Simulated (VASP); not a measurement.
Output of a VASP run:

OSZICAR:
```
       N       E                     dE             d eps       ncg     rms          rms(c)
DAV:   1     0.170451612792E+02    0.17045E+02   -0.32522E+03   504   0.552E+02
DAV:   2    -0.109874263809E+01   -0.18144E+02   -0.18142E+02   525   0.134E+02
DAV:   3    -0.140430892608E+01   -0.30557E+00   -0.30557E+00   623   0.226E+01
DAV:   4    -0.140664276960E+01   -0.23338E-02   -0.23338E-02   602   0.179E+00
DAV:   5    -0.140667296948E+01   -0.30200E-04   -0.30200E-04   623   0.177E-01    0.225E-01
DAV:   6    -0.140550008278E+01    0.11729E-02   -0.26782E-03   525   0.966E-01    0.144E-01
DAV:   7    -0.140516674022E+01    0.33334E-03   -0.26754E-03   490   0.857E-01    0.424E-02
DAV:   8    -0.140511485226E+01    0.51888E-04   -0.19202E-04   532   0.320E-01    0.345E-03
DAV:   9    -0.140511471292E+01    0.13934E-06   -0.79120E-07   378   0.167E-02
   1 F= -.14051147E+01 E0= -.13983062E+01  d E =-.136171E-01
```

**OUTCAR**
```
------------------------ aborting loop because EDIFF is reached ----------------------------------------
  FORCE on cell =-STRESS in cart. coord.  units (eV):
  Direction    XX          YY          ZZ          XY          YZ          ZX
  --------------------------------------------------------------------------------------
  Total       -0.1143705     -0.1143705     -0.1143705     -0.0000000     -0.0000000      0.0000000
  in kB       -4.7405186     -4.7405186     -4.7405186     -0.0000000     -0.0000000      0.0000000
  external PRESSURE =      -4.7405186 kB  Pullay stress =       0.0000000 kB
  volume of cell :       38.65
      direct lattice vectors                 reciprocal lattice vectors
    -2.130000000  2.130000000  2.130000000     0.000000000  0.234741784  0.234741784
     2.130000000 -2.130000000  2.130000000     0.234741784  0.000000000  0.234741784
     2.130000000  2.130000000 -2.130000000     0.234741784  0.234741784  0.000000000
 POSITION                                       TOTAL-FORCE (eV/Angst)
 -----------------------------------------------------------------------------------
      0.00000      0.00000      0.00000         0.000000     -0.000000      0.000000
 -----------------------------------------------------------------------------------
    total drift:                               -0.000000     -0.000000      0.000000
  FREE ENERGIE OF THE ION-ELECTRON SYSTEM (eV)
  ---------------------------------------------------
  free  energy   TOTEN  =        -1.4051147129 eV

  energy  without entropy=       -1.3914976263  energy(sigma->0) =       -1.39830617
```
(Selected blocks of OUTCAR.)

**POSCAR**
```
Na
1
   -2.1300000000     2.1300000000     2.1300000000
    2.1300000000    -2.1300000000     2.1300000000
    2.1300000000     2.1300000000    -2.1300000000
Na
1
Direct
  0.0000000000   0.0000000000   0.0000000000
```

**Question.** Reconstruct the remaining input files.

**Answer.** One answer among several that fit: the input of the run itself, PBEsol GGA, plane waves, VASP's PBE PAW potentials (set 64).

**INCAR**
```
ALGO = Normal
EDIFF = 1E-6
ENCUT = 300
GGA = PS
ISIF = 2
ISMEAR = -1
LASPH = .TRUE.
LCHARG = .FALSE.
LREAL = .FALSE.
LWAVE = .FALSE.
NELM = 100
PREC = Accurate
SIGMA = 0.1
SYSTEM = Na
```

File KPOINTS:
```
Automatic mesh
0
Gamma
9 9 9
0 0 0
```

POTCAR, in this order: Na_pv (PBE.64 set). Program: vasp_std.

At this cut-off the stress carries a Pulay error, which pulls relaxed volumes low.

The structure is a typed Na crystal (Im-3m). The cell was not relaxed at this level. The run is one of a series of settings (GGA = PS against the base run), some of them coarse on purpose.
